# Five programs, one gap: PbTe

Five programs solve the same BLYP problem for one fixed crystal of rock-salt lead telluride. In the table, "gap" is the energy from the highest filled to the lowest empty level anywhere on the mesh of wave vectors. "Direct gap" requires both levels to sit at the same wave vector.

Band gaps of rock-salt PbTe at one fixed geometry, computed in five programs with the BLYP functional, without spin polarisation or spin–orbit coupling. Gaps are taken on a 7×7×7 k mesh, with Fermi–Dirac smearing of 0.05 eV. The basis column gives the plane-wave cutoff, for FLEUR Kmax in bohr⁻¹ and for SIESTA the orbital set.

| program | potentials | basis | gap (eV) | direct gap (eV) | gap less the median of the rows (eV) |
| --- | --- | --- | --- | --- | --- |
| GPAW | PAW data sets made by gpaw setup for the functional | 600 eV | 1.068 | 1.068 | -0.021 |
| VASP | VASP PAW PBE potentials, recommended | 520 eV | 1.081 | 1.081 | -0.008 |
| FLEUR | all electron | 4.1 Kmax | 1.089 | 1.089 | 0.000 |
| Ansatz | Ansatz PAW | 420 eV | 1.091 | 1.091 | 0.002 |
| SIESTA | PseudoDojo 0.4 standard, converted to PSML | DZP | 1.113 | 1.113 | 0.024 |

## 1. How much does the choice of program change the gap?

It changes the gap by a few hundredths of an electronvolt. From GPAW, the lowest, to SIESTA, the highest, the spread is 0.045 eV, or about 4% of the all-electron FLEUR value. VASP, FLEUR and Ansatz lie within about 0.01 eV of one another, which is too close to rank them. All five round to 1.1 eV; the second decimal already depends on the program.

## 2. Why do such different methods agree so well?

Consider the limit in which every basis is complete and every potential reproduces the full atom exactly. All five programs would then solve the same equations, with the same functional, for the same nuclei, and would have to print the same number. What separates the rows is therefore each program's distance from that limit: its basis, its treatment of the inner electrons and its other numerical settings.

The same argument shows what agreement leaves untested. An error that all five share, from the functional, the mesh or an omitted term in the equations, shifts every row and hardly shows in the spread. The next three questions deal with two such errors.

## 3. Where in the band structure do the gap edges lie?

They do not lie at the zone centre. In the same GPAW, VASP and FLEUR runs, the highest filled level there is about 1.25 to 1.28 eV below the valence top. Theory places both band edges at the point L, on the zone boundary along the cube diagonal.

Symmetry explains this for the valence band. At the zone centre, the p orbitals of all Te atoms point the same way with the same sign. A Pb atom then faces a positive lobe on one side and a negative lobe on the other, so their overlaps with its round 6s orbital cancel.

At L the wave changes sign from one Te neighbour to the opposite one. Both now show the Pb atom lobes of the same sign, and the orbitals mix. Because the Pb 6s level lies lower, the mixing pushes the Te p level up, and the valence top forms there. The empty Pb 6p orbitals add to the contrast. At the zone centre they mix with the Te p orbitals and push the filled level down; at L symmetry forbids that mixing. The same can be expected in other rock-salt crystals whose cation keeps a filled outermost s shell not far below the anion p band, such as PbSe.

## 4. Does the mesh catch those edges?

It does not. A mesh with seven divisions through the zone centre has points at 3/7 and 4/7 of each reciprocal vector, while L sits at 1/2. The nearest mesh point on the line from the centre to L is one seventh of that line short of L. The equality of gap and direct gap in every row shows only that the smallest gap on the mesh is vertical.

The size of the error can be estimated. The cube edge is twice the Pb–Te contact, $a = 2\times3.231 = 6.462$ Å, and L lies at a distance $\sqrt3\,\pi/a = 0.842$ Å⁻¹ from the centre. The mesh therefore falls short by $\delta k = 0.842/7 = 0.120$ Å⁻¹. If both bands are parabolas around L, the gap at that point is too large by

$$\Delta E = \frac{\hbar^2\,\delta k^2}{2\mu},\qquad \frac1\mu=\frac1{m_e}+\frac1{m_h},$$

where $m_e$ and $m_h$ are the masses of electron and hole. Take the free-electron mass $m$ for both, as a cautious limit. Then $\mu = m/2$, and with $\hbar^2/m \approx 7.6$ eV Å² the result is

$$\Delta E \approx 7.6\times0.120^2 \approx 0.11\ \text{eV}.$$

This shared error is already more than twice the full spread between the programs. The real bands are lighter, which makes it larger. The parabola, however, overshoots once the shift becomes comparable with the gap itself, so only the order of magnitude, a tenth of an electronvolt or more, should be kept. An even mesh through the zone centre contains L and would remove the error.

## 5. What would spin–orbit coupling change?

It would lower the gap by several tenths of an electronvolt, at least ten times the spread in the table. This is well-known physics of the lead salts; all five runs leave the coupling out. The lowest empty states at L are mainly Pb 6p. In so heavy an atom, spin–orbit coupling mixes the p states strongly, and the lowest of them is pushed down towards the valence band.

The measured gap is roughly 0.2 to 0.3 eV, a recalled value that depends on temperature, whereas the runs hold the atoms still. The distance from there to 1.1 eV should not be charged to BLYP before the mesh and the spin–orbit coupling have been put right. Since the effect comes mostly from the metal atom, exchanging Te for Se would leave much of it in place, while exchanging Pb for the lighter Sn would weaken it.

## 6. Can the remaining differences be traced to one setting?

The number of electrons treated explicitly is a natural suspect. GPAW and VASP keep the Te 4d shell frozen, and they give the two lowest gaps. On average they lie 0.023 eV below the other three. Yet Ansatz and SIESTA, which both treat that shell explicitly, differ from each other by 0.022 eV. Other settings thus matter as much as this one may.

The origin of the potentials does not settle the matter either. SIESTA's run carries a warning that its potentials were made for another functional, PBE, and it gives the highest gap. But VASP also uses potentials made for PBE, and it lands closer to all-electron FLEUR than GPAW does, whose data sets were generated for BLYP.

SIESTA stands apart by its small basis of atom-centred orbitals (DZP), which may be what raises its gap. Its potentials differ as well, and like VASP's they were not made for BLYP, so this remains a guess. Repeating the run with a larger orbital basis and the same potentials would test it.

## 7. Could one program be corrected to another by a constant?

The simplest model of a program error is a rigid shift: all empty levels move by the same energy relative to the filled ones. The deviation from FLEUR would then be the same at every wave vector. The gap at the zone centre offers a second place to look, and the levels there are known for GPAW, VASP and FLEUR.

The model fails. On the mesh, VASP's gap is 0.008 eV smaller than FLEUR's; at the zone centre it is 0.009 eV larger. For GPAW the sign stays the same, but the deviation shrinks from 0.021 to 0.006 eV. The output after this text lists the comparison.

The differences between programs thus depend on which states are compared. A constant read off at one wave vector can even have the wrong sign at another. If differences of a few hundredths of an electronvolt matter in a comparison of materials, all of them should be computed with one program and one family of potentials.

## 8. Would the agreement survive if each program relaxed its own crystal?

Probably not at the same level. The fixed cell holds the programs together, because every gap is computed at the same Pb–Te distance. The crystal is under pressure in the calculation: GPAW finds 5.06 GPa and SIESTA 6.10 GPa, with VASP and Ansatz in between. No pressure is available for FLEUR. Left free, the other four would expand, and SIESTA's cell would probably expand the most. Its small basis and its PBE potentials may both contribute to the higher pressure.

Expansion widens the gap in the lead salts. The mixing of Te p with Pb 6s described in question 3 weakens as Pb and Te move apart, and the valence top sinks. A rough recalled rate is 0.07 eV per GPa. If it holds down to zero pressure, SIESTA's gap would grow by about $0.07\times1.05\approx0.07$ eV more than GPAW's.

SIESTA already has the largest gap and GPAW the smallest, so the two effects add, and the distance between these two would rise from 0.045 to about 0.12 eV. This is an estimate that rests on the recalled rate, not a result of the runs. It illustrates why agreement at a fixed geometry should not be carried over to relaxed structures: a difference in pressure becomes a difference in cell size, and the gap follows the cell.

Numerical output:

```
Gaps against the all-electron row:
     row  gap (eV)  gap less FLEUR (eV)  electrons treated
    GPAW     1.068               -0.021                 20
    VASP     1.081               -0.008                 20
   FLEUR     1.089                    0                 42
  Ansatz     1.091                0.002                 30
  SIESTA     1.113                0.024                 30
Full spread of the gaps (eV): 0.045
Full spread as percentage of the FLEUR gap (%): 4.132
Range of VASP, FLEUR and Ansatz (eV): 0.01
SIESTA less Ansatz, both 30 electrons (eV): 0.022
VASP less GPAW, both 20 electrons (eV): 0.013
Range of the four rows without SIESTA (eV): 0.023
Mean gap of the other rows less mean of the 20-electron rows (eV): 0.02317
Same difference with SIESTA left out for its local-orbital basis (eV): 0.0155
Fermi occupation half a gap above the Fermi energy, smallest gap: 2.3e-05
Distance from L to the nearest mesh point (1/A): 0.1203
Gap error of the mesh if both bands had the free-electron mass, scale only (eV): 0.1103
Gap at the zone centre, GPAW (eV): 5.343
Gap at the zone centre, VASP (eV): 5.358
Gap at the zone centre, FLEUR (eV): 5.349
GPAW less FLEUR, gap on the mesh (eV): -0.021
GPAW less FLEUR, gap at the zone centre (eV): -0.006
VASP less FLEUR, gap on the mesh (eV): -0.008
VASP less FLEUR, gap at the zone centre (eV): 0.009
Pressure of SIESTA less GPAW (GPa): 1.046
Pressure difference as percentage of the GPAW pressure (%): 20.69
Rough gap spread if each program relaxed its own cell (eV): 0.1182
```
